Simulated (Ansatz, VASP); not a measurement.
**GaN (honeycomb GaN bilayer, AB) in two plane-wave programs**

Wanted: the spread between two codes on one cell, functional and k mesh. Of the first pair: The structure shown is the start of the Ansatz relaxation below; VASP solves that cell, so the two are compared at the walk's first step.

Calculated with Ansatz 0.2.0; plane waves, with VASP 6.6.1 beside it; single point at PBE with D3(BJ).

### 1. The structure

The cell holds 4 atoms: 2 N and 2 Ga. Its edges and angles: a = 3.210 Å, b = 3.210 Å, c = 37.400 Å, α = 90.0°, β = 90.0°, γ = 120.0°. Vacuum lies along c.

### 2. Ansatz: relaxation, PBE with D3(BJ)

Ansatz runs on its default PAW (the set named soft_2) files.

The two programs are compared at the cell with which this relaxation starts, whose forces are those of its first step.

The input, input.yaml:

```yaml
crystal:
  lattice:
    - [3.21, 0.0, 0.0]
    - [-1.605, 2.7799415461, 0.0]
    - [0.0, 0.0, 37.3999999994]
  atoms:
    - { symbol: "N", position: [0.6666666667, 0.3333333333, 0.4572192513] }
    - { symbol: Ga, position: [0.3333333333, 0.6666666667, 0.4572192513] }
    - { symbol: "N", position: [0.0, 0.0, 0.5427807487] }
    - { symbol: Ga, position: [0.6666666667, 0.3333333333, 0.5427807487] }
  periodic: [true, true, false]
kpoints:
  mp_grid: { grid: [12, 12, 1] }
hamiltonian:
  xc: pbe
  dispersion: d3bj
scf:
  occupations: { method: fermi_dirac, width: 0.05 }
  convergence: { dr2_threshold: 1.0e-09 }
relax:
  f_tol: 0.004
  max_steps: 90
  cell: {}
output:
  write_potential: true
  write_density: true
  volumetric_format: npy
```

On the command line:

```
ansatz run input.yaml --threads 4 --pin off --max-ram 8192MiB --backend cpu --events-out ev --progress --plain --runs-dir out
```

Numbers of over 12 decimals in the logs are rounded to 6 here.

The program printed:

```text
Warning: relax.cell: scf.convergence.dr2_threshold = 1e-9 eV is looser than the 2.29568411292e-10 eV advised for a relaxation that steers and ends on the stress (1e-10 eV for each atom of the cell: 4, times the square of relax.cell.stress_2d_tol = 0.05 N/m over 13.2 Å (the atoms' height at the walk's start and 5 Å past either face), 3.788e-2 GPa, over a crystal's default 0.05). What an SCF threshold leaves in a stress goes as its square root, and in the free energy as the threshold itself, and one threshold admits the most on a small cell: [figures from the program's tests cut] Set scf.convergence.dr2_threshold to 2.29568411292e-10 eV or tighter. [rest of the remark cut]
Engine: ansatz 0.2.0, x86_64-unknown-linux-gnu
Pseudopotentials: kind: paw
Pseudopotential: N, paw, valence charge 5, recommended cutoff 420 eV (normal), N.paw.azcp
Pseudopotential: Ga, paw, valence charge 13, recommended cutoff 420 eV (normal), Ga.paw.azcp
Functional definition: PBE
  parameter kappa = 0.804
  parameter beta = 0.066725
  exchange = pbe_x(kappa = kappa, mu = beta*pi^2/3)
  correlation = pbe_c(beta = beta)
Crystal: 4 atoms, lattice volume = 333.743 Å³
Basis set: ecut = 420 eV, 6629 PW (Γ), exchange–correlation on 48×48×500 points (8 copies of the dense FFT grid, shifted against one another)
Bands: 22, of which v1, the nominal top of the filled ones, is band 18 counted from 1 (17 counted from 0)
Symmetry: 6 space group operations
Space group: P3m1 (ITA 156), of the structure as read, at distance tolerance 6.9e-5 Å
k-points: 19 of 144 (time reversal used)
Non-local potential: N, projectors of the file, l = 0: 2, l = 1: 2, l = 2: 1
Non-local potential: Ga, projectors of the file, l = 0: 2, l = 1: 2, l = 2: 3, l = 3: 1
PAW form: soft (Blöchl's): semilocal exchange-correlation on the pseudo side does not see the compensation charge
PAW one-centre angular grid: N, 110 points (default); XC on 64 Gauss nodes
PAW one-centre angular grid: Ga, 590 points (default); XC on 64 Gauss nodes
Initial density: superposition of atomic densities (neutral atoms: chi_scale 0, normalization atom), corrected by the library's trained network
Initial wavefunctions: pseudopotential atomic-orbital guess
Functional: x = pbe(κ = 0.804, μ = 0.219515), c = pbe(β = 0.066725)
SCF iter   1: F=—  HF=-8335.004612 eV  |F-HF|=—  |Δ(HF+E_count)|=         —  Δρ=1.76e-3  dr2=3.32e-2  ethr=1.77e-3  ⟨swp⟩=9.2  Hψ=2626  notcnv=0
preconditioner: auto → Resta (q_TF=auto, 1.882 Å⁻¹)  ε∞=1.7  [insulator: Δε(μ)=1.764 eV  Ē_g=14.974 eV  σ=0.050 eV  W_gap=1.00  n_scr=22 (ndim 8)  ℏωp=12.2 eV  f_vac=0.805  D(μ)=0.00/eV (n_scr^D=0)  ε∞_Penn≈1.7  vacuum switching on, ρ_ref=1.6e-2 e/Å³]
SCF iter   2: F=—  HF=-8334.998848 eV  |F-HF|=—  |Δ(HF+E_count)|=   5.76e-3  Δρ=9.86e-4  dr2=3.40e-3  ethr=9.23e-5  ⟨swp⟩=4.0  Hψ=1150  notcnv=0
SCF iter   3: F=—  HF=-8334.998526 eV  |F-HF|=—  |Δ(HF+E_count)|=   3.22e-4  Δρ=3.66e-4  dr2=5.18e-4  ethr=9.45e-6  ⟨swp⟩=3.3  Hψ=947  notcnv=0
SCF iter   4: F=—  HF=-8334.998640 eV  |F-HF|=—  |Δ(HF+E_count)|=   1.14e-4  Δρ=1.76e-4  dr2=1.43e-4  ethr=1.44e-6  ⟨swp⟩=3.3  Hψ=838  notcnv=0
SCF iter   5: F=—  HF=-8334.998641 eV  |F-HF|=—  |Δ(HF+E_count)|=   1.73e-6  Δρ=4.45e-5  dr2=5.05e-6  ethr=3.97e-7  ⟨swp⟩=3.2  Hψ=859  notcnv=0
SCF iter   6: F=—  HF=-8334.998667 eV  |F-HF|=—  |Δ(HF+E_count)|=   2.61e-5  Δρ=2.44e-5  dr2=1.89e-6  ethr=1.40e-8  ⟨swp⟩=2.6  Hψ=824  notcnv=0
SCF iter   7: F=—  HF=-8334.998619 eV  |F-HF|=—  |Δ(HF+E_count)|=   4.87e-5  Δρ=4.47e-6  dr2=4.47e-8  ethr=5.24e-9  ⟨swp⟩=3.1  Hψ=736  notcnv=0
SCF iter   8: F=—  HF=-8334.998619 eV  |F-HF|=—  |Δ(HF+E_count)|=   8.68e-8  Δρ=1.32e-6  dr2=4.11e-9  ethr=1.24e-10  ⟨swp⟩=3.1  Hψ=899  notcnv=0
SCF iter   9: F=-8334.998619 eV  HF=-8334.998619 eV  |F-HF|=1.85e-8  |Δ(HF+E_count)|=   4.59e-8  Δρ=5.41e-7  dr2=6.20e-10  ethr=2.78e-12  ⟨swp⟩=10.6  Hψ=3259  notcnv=0
SCF 1 converged in 9 iterations: F = -8334.998619 eV  dr2 = 6.20e-10
  greatest PAW one-centre occupation: 0.996 electrons in one spin orbital (limit 2), on the Ga atom at site 1 (counted from 0), in its partial waves of l = 2
relax step   1: F+E_penalty+E_count = -8334.99861892 eV  Δ(F+E_penalty+E_count) = +0.000e0 eV  max|allowed force component| = 1.400e-1 eV/Å  Δτ_max = 0.0000 Å  P = -0.045 N/m  Ω = 333.743 Å³  fix = [c, alpha, beta]  reactions: c -0.000 N/m  (9 SCF iters, accepted)
[...]
relax step   7: F+E_penalty+E_count = -8335.00520405 eV  Δ(F+E_penalty+E_count) = +6.213e-5 eV  max|allowed force component| = 9.129e-5 eV/Å  Δτ_max = 0.0009 Å  P = +0.004 N/m  Ω = 334.063 Å³  energy of the carried Pulay correction = -1.231e-4 eV  fix = [c, alpha, beta]  reactions: c +0.000 N/m  (7 SCF iters, accepted)
[...]
relax step   8: F+E_penalty+E_count = -8335.00533423 eV  Δ(F+E_penalty+E_count) = -1.302e-4 eV  max|allowed force component| = 9.688e-5 eV/Å  Δτ_max = 0.0000 Å  P = +0.006 N/m  Ω = 334.063 Å³  fix = [c, alpha, beta]  reactions: c +0.000 N/m  stress off target by 5.81e-3 N/m on what of the cell is left free  SCF on the basis re-selected at this cell (its energy is not comparable with the rows above)  (6 SCF iters)
basis re-selected at this cell: Δ(F+E_penalty+E_count) = -1.302e-4 eV, ΔP = +0.001 N/m vs the last step (what re-selecting the basis moved, of the pressure what is left beyond the Pulay correction that the steps carried, after the strain that the cell walked since its last selection, with what the two solves' SCF thresholds leave and, on support functions, any second-order correction that the steps lacked; it is no m [...]
WARN: The output density's exchange-correlation potential varies sharply where the density is thin. Do not read a vacuum level from v_tot or v_xc, or from such a field of the output density. On a cell that repeats whose density bears no net charge and no dipole along the vacuum's axis use v_es (v_loc + v_h of the components); under efield.dipole_correction with no amplitude use v_es + v_field, which holds any externa [...]
SCF converged after 6 iterations
an eigenvalue changed by more than its tolerance at an iteration that met the thresholds in force, so the SCF went on 2 times, its first undamped step at iteration 5: the last check found none over its tolerance
Free energy (F): -8335.005334 eV
Harris-Foulkes:  -8335.005334 eV  (|F-HF|=7.28e-12)
Internal energy: -8335.005334 eV  (E = F + TS)
E sigma→0 (E₀):  -8335.005334 eV
Fermi energy:    -4.291124 eV
--- Per-component energies (eV) ---
  E_band       = -542.781771
  E_kinetic    = 489.938060
  E_local      = -103323.714928  (includes V_loc(G=0)·N_el)
  E_nonlocal   = 946.137135
  E_hartree    = 51239.521631
  E_xc         = -255.854556
  E_vxc        = -265.557987  (∫ρ·V_xc dr)
  E_paw        = -4237.139380  (= ΣΔE_a)
  E_vpaw       = -868.627046  (= ΣTr[D̂ρ^β])
  E_aug_tail   = -0.000109  (compensation charges beyond the density's cutoff)
  E_ewald      = 46806.672363
  E_disp       = -0.565549  (pairwise vdW)
  E_smearing   = -0.000000  (= −TS)
  E_closure    = -0.000000  (closes the sum)
  Σ components = -8335.005334   (vs F -8335.005334, Δ=0.00e0)
--- Forces (eV/Å), atoms counted from 1 ---
  atom   1  N     -0.00000000     0.00000000     0.00005459
  atom   2  Ga     0.00000000    -0.00000000     0.00008990
  atom   3  N     -0.00000000     0.00000000    -0.00004695
  atom   4  Ga     0.00000000    -0.00000000    -0.00009665
  max |Σ_I F_I| component: 8.93e-7 eV/Å
--- 2D stress c σ (N/m, compression-positive) ---
        0.005809       0.000000      -0.000000
        0.000000       0.005809      -0.000000
       -0.000000      -0.000000       0.000000
  P = ½ c Tr σ = 0.0058 N/m
--- Band table (eV; the first three rows and the last of 19) ---
  k-point 0: bands = [... 14 lower, -5.9730, -5.9730, -5.4304, -5.4304, -3.5009, -2.1103, -0.6372, -0.0260]
  k-point 1: bands = [... 14 lower, -6.5071, -6.1165, -6.0178, -5.5712, -2.9981, -1.7253, -0.4798, 0.1028]
  k-point 2: bands = [... 14 lower, -7.2657, -6.5010, -6.4860, -5.9344, -2.1652, -1.0742, -0.0685, 0.4480]
  k-point 18: bands = [... 14 lower, -9.9217, -9.4033, -5.8228, -5.1833, -0.8475, 0.1681, 1.5721, 2.3914]
  the weakly bound empty levels are not read free of the cell's end (no_gap_told)
--- Relaxed structure (7 steps of the walk, 5 accepted, 1 SCFs on fresh bases) ---
  F+E_penalty+E_count = -8335.00533423 eV   max|allowed force component| = 9.688e-5 eV/Å   (the final SCF, on the basis selected at the relaxed cell)
  cell:  # Å, volume = 334.0628 Å³
    - [3.211537, 0.0, 0]
    - [-1.605768, 2.781273, 0]
    - [0, 0, 37.3999999994]
  atoms:
    - { symbol: N, position: [0.666667, 0.333333, 0.458948] }
    - { symbol: Ga, position: [0.333333, 0.666667, 0.459299] }
    - { symbol: N, position: [-2.523582936770754e-17, -1.8503717076008893e-17, 0.541371] }
    - { symbol: Ga, position: [0.666667, 0.333333, 0.540382] }
```

Reading the cycles: dr2 is the Hartree energy of the density residual (eV), the measure of convergence; HF is the Harris–Foulkes estimate of the energy, which meets the free energy F at convergence.

### 3. VASP: single point, PBE with D3(BJ), start cell, pair 1

The same cell, functional, mesh and smearing now go to VASP, with its own data sets.

Lines of VASP's logs that name or quote its potential files are left out, and so is its time.

The input, INCAR:

```
SYSTEM = GaN
PREC = Accurate
ENCUT = 520
EDIFF = 1E-06
NELM = 120
ISMEAR = -1
SIGMA = 0.05
LREAL = .FALSE.
ALGO = Normal
GGA = PE
IVDW = 12
NBANDS = 24
LORBIT = 11
LWAVE = .FALSE.
LCHARG = .FALSE.
ISIF = 2
LDIPOL = .TRUE.
IDIPOL = 3
DIPOL = 0.5 0.5 0.5
LVHAR = .TRUE.
LASPH = .TRUE.
GGA_COMPAT = .FALSE.
EFERMI = MIDGAP
NELMDL = -8
```

The input, POSCAR:

```
GaN
1.0
    3.2100000000      0.0000000000      0.0000000000
   -1.6050000000      2.7799420000      0.0000000000
    0.0000000000      0.0000000000     37.4000000000
N Ga
2 2
Direct
    0.6666666067      0.3333332134      0.4572192513
    0.9999999400      0.9999998801      0.5427807487
    0.3333332734      0.6666665467      0.4572192513
    0.6666666067      0.3333332134      0.5427807487
```

The input, KPOINTS:

```
Automatic mesh
0
Gamma
12 12 1
0 0 0
```

Potentials, in the order of the species: N and Ga_d (PBE family, release 64).

On the command line:

```
mpirun -np 1 vasp_std
```

The program printed:

```text
[banner, memory and clock lines left out]
running    1 mpi-ranks, on    1 nodes
 distrk:  each k-point on    1 cores,    1 groups
 distr:  one band on    1 cores,    1 groups

 POSCAR found type information on POSCAR N Ga
 POSCAR found :  2 types and       4 ions
 LDA part: xc-table for (Slater+PW92), standard interpolation
 POSCAR, INCAR and KPOINTS ok, starting setup
 FFT: planning ... GRIDC
 FFT: planning ... GRID_SOFT
 FFT: planning ... GRID
 WAVECAR not read
 entering main loop
       N       E                     dE             d eps       ncg     rms          rms(c)
DAV:   1     0.259095536719E+03    0.25910E+03   -0.16360E+04  1072   0.134E+03
DAV:   2     0.201575752121E+02   -0.23894E+03   -0.22906E+03  1224   0.296E+02
DAV:   3    -0.262092085729E+02   -0.46367E+02   -0.45753E+02  1176   0.125E+02
DAV:   4    -0.283263350604E+02   -0.21171E+01   -0.21101E+01  1344   0.325E+01
DAV:   5    -0.283659076382E+02   -0.39573E-01   -0.39553E-01  1200   0.422E+00
DAV:   6    -0.283671955666E+02   -0.12879E-02   -0.12879E-02  1376   0.691E-01
DAV:   7    -0.283672062551E+02   -0.10688E-04   -0.10688E-04  1248   0.686E-02
DAV:   8    -0.283672065309E+02   -0.27581E-06   -0.27585E-06  1048   0.115E-02    0.123E+01
DAV:   9    -0.228087287794E+02    0.55585E+01   -0.21006E+01  1720   0.611E+01    0.335E+00
DAV:  10    -0.230474987002E+02   -0.23877E+00   -0.32489E+00  1216   0.123E+01    0.325E+00
DAV:  11    -0.229828456461E+02    0.64653E-01   -0.30135E-01  1464   0.682E+00    0.136E+00
DAV:  12    -0.229446327774E+02    0.38213E-01   -0.10144E-01  1248   0.377E+00    0.441E-01
DAV:  13    -0.229454998518E+02   -0.86707E-03   -0.12419E-02  1120   0.146E+00    0.272E-01
DAV:  14    -0.229412923690E+02    0.42075E-02   -0.84927E-03  1248   0.857E-01    0.135E-01
[...]
DAV:  21    -0.229425823728E+02   -0.12542E-03   -0.11747E-05  1128   0.213E-02    0.267E-03
DAV:  22    -0.229426253989E+02   -0.43026E-04   -0.19761E-06  1096   0.108E-02    0.176E-03
DAV:  23    -0.229426596701E+02   -0.34271E-04   -0.17994E-06   920   0.135E-02    0.136E-03
DAV:  24    -0.229426746370E+02   -0.14967E-04   -0.55643E-07   928   0.698E-03    0.607E-04
DAV:  25    -0.229426804247E+02   -0.57877E-05   -0.12495E-07   880   0.205E-03    0.860E-04
DAV:  26    -0.229426841741E+02   -0.37494E-05   -0.91425E-08   864   0.286E-03    0.232E-04
DAV:  27    -0.229426851874E+02   -0.10134E-05   -0.41845E-08   888   0.131E-03    0.357E-04
DAV:  28    -0.229426857035E+02   -0.51603E-06   -0.14203E-08   832   0.146E-03
   1 F= -.23494268E+02 E0= -.23494268E+02  d E =-.184613E-08
```

From OUTCAR (step 3):

```text
ion  position               nearest neighbor table
   1  0.667  0.333  0.457-   3 1.85   3 1.85   3 1.85
   2  1.000  1.000  0.543-   4 1.85   4 1.85   4 1.85
   3  0.333  0.667  0.457-   1 1.85   1 1.85   1 1.85
   4  0.667  0.333  0.543-   2 1.85   2 1.85   2 1.85

  LATTYP: Found a hexagonal cell.
 ALAT       =     3.2100000000
 C/A-ratio  =    11.6510903427

 Subroutine GETGRP returns: Found  6 space group operations
 (whereof  6 operations were pure point group operations)

The static configuration has the point symmetry C_3v.

 Found     19 irreducible k-points:

   k-points           NKPTS =     19   k-points in BZ     NKDIM =     19   number of bands    NBANDS=     24

   dimension x,y,z NGX =    24 NGY =   24 NGZ =  280
   dimension x,y,z NGXF=    48 NGYF=   48 NGZF=  560

   ENCUT  =  520.0 eV  38.22 Ry    6.18 a.u.   5.97  5.97 69.54*2*pi/ulx,y,z

   NELECT =      36.0000    total number of electrons

 k-points in reciprocal lattice and weights: Automatic mesh
   0.00000000  0.00000000  0.00000000       0.007
   0.08333333  0.00000000  0.00000000       0.042
   0.16666667  0.00000000  0.00000000       0.042
   0.25000000  0.00000000  0.00000000       0.042
   0.33333333  0.00000000  0.00000000       0.042
   0.41666667  0.00000000  0.00000000       0.042
   0.50000000  0.00000000  0.00000000       0.021
   0.08333333  0.08333333  0.00000000       0.042
   0.16666667  0.08333333  0.00000000       0.083
[...]
0.33333333  0.25000000  0.00000000       0.083
   0.33333333  0.33333333  0.00000000       0.014

 dipolmoment           0.000000      0.000000      0.018807 electrons x Angstroem

 average (electrostatic) potential at core
       1 -71.1490       2 -70.7663       3 -72.8439       4 -72.4706

 E-fermi :  -2.8447

 k-point     1 :       0.0000    0.0000    0.0000
  band No.  band energies     occupation
    ...
     14      -5.6628      2.00000
     15      -4.4043      2.00000
     16      -4.4043      2.00000
     17      -4.0350      2.00000
     18      -4.0350      2.00000
     19      -2.0216      0.00000
     20      -0.7675      0.00000
     21       0.8997      0.00000
     22       1.2764      0.00000
     23       1.3186      0.00000
    ...

 k-point     2 :       0.0833    0.0000    0.0000
  band No.  band energies     occupation
    ...
     14      -5.6079      2.00000
     15      -4.9826      2.00000
     16      -4.6266      2.00000
     17      -4.5473      2.00000
     18      -4.1759      2.00000
     19      -1.5190      0.00000
     20      -0.3795      0.00000
     21       1.0514      0.00000
     22       1.4265      0.00000
     23       1.4575      0.00000
    ...

 k-point     3 :       0.1667    0.0000    0.0000
  band No.  band energies     occupation
    ...
     14      -6.2800      2.00000
     15      -5.8905      2.00000
     16      -5.1777      2.00000
     17      -4.9159      2.00000
     18      -4.5392      2.00000
     19      -0.6855      0.00000
     20       0.2785      0.00000
     21       1.4298      0.00000
     22       1.8169      0.00000
     23       1.8966      0.00000
    ...

 Edisp (eV)   -0.55158

  Total      -0.13941    -0.13941    -0.19940    -0.00000     0.00000     0.00000
  in kB      -0.66927    -0.66927    -0.95726    -0.00000     0.00000     0.00000
  external pressure =       -0.77 kB  Pullay stress =        0.00 kB

  energy-cutoff  :      520.00
  volume of cell :      333.74
      direct lattice vectors                 reciprocal lattice vectors
     3.210000000  0.000000000  0.000000000     0.311526480  0.179859868  0.000000000
    -1.605000000  2.779942000  0.000000000     0.000000000  0.359719735  0.000000000
     0.000000000  0.000000000 37.400000000     0.000000000  0.000000000  0.026737968

 POSITION                                       TOTAL-FORCE (eV/Angst)
 -----------------------------------------------------------------------------------
      1.60500      0.92665     17.10000         0.000000     -0.000000     -0.017719
      1.60500      2.77994     20.30000        -0.000000     -0.000000      0.085326
      0.00000      1.85329     17.10000        -0.000000     -0.000000      0.072682
      1.60500      0.92665     20.30000        -0.000000      0.000000     -0.140289
 -----------------------------------------------------------------------------------
    total drift:                                0.000013      0.000410     -0.000016

  FREE ENERGIE OF THE ION-ELECTRON SYSTEM (eV)
  ---------------------------------------------------
  free  energy   TOTEN  =       -23.4942677704 eV

  energy  without entropy=      -23.4942677685  energy(sigma->0) =      -23.49426777

 vacuum level on the upper side and lower side of the slab         1.596         1.214

 total charge
# of ion       s       p       d       tot
------------------------------------------
    1        1.222   2.511   0.000   3.733
    2        1.221   2.513   0.000   3.734
    3        0.833   0.895  10.158  11.886
    4        0.831   0.898  10.161  11.890
--------------------------------------------------
tot          4.108   6.816  20.319  31.243

[... 3 further parts left out ...]
```

[end of part 1 of 2]

[Lines on the potential files, build, host, timing and source positions are cut from VASP's logs without a mark.]

[Logs are printed without paths, hosts, clocks, repeated set-up lines and the standing remarks that a program may print on its own settings, such as how far it seeks lower states.]

[Hosts, paths, dates, database ids (printed as entryN), source tags and the programs' standing remarks are cut or masked in the printed files.]
